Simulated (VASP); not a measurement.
Given:

```xyz
2
Lattice="3.2533 0.0000 0.0000 0.0000 3.2533 0.0000 0.0000 0.0000 3.2533" Properties=species:S:1:pos:R:3 pbc="T T T"
Ni     0.0000     0.0000     0.0000
Te     1.6266     1.6266     1.6266
```

All values below come from PBEsol GGA, VASP's PBE PAW potentials (set 64) (plane waves; VASP 6.6.1). Settings: 400 eV cut-off, 13×13×13 Γ-centred mesh, tetrahedra with Blöchl corrections, potentials Ni Te.

Unless said otherwise, spin-orbit coupling is left out, though it shifts the bands of the heavy elements here.

Estimate the energy per atom (σ→0), band gap (on the k-mesh) with the smallest direct gap where there is one.

- band gap (on the k-mesh): none (metal, semimetal or under 0.01 eV)
- energy per atom (σ→0): -4.606 eV/atom

The absolute energy has meaning only against runs of the same code, potentials and settings.

The structure was generated: NiTe was put into the CsCl type type (Pm-3m), which need not be its known phase. It was relaxed first, which changed the volume by -13 %. The run is not spin-polarised, so no magnetic state was tried.
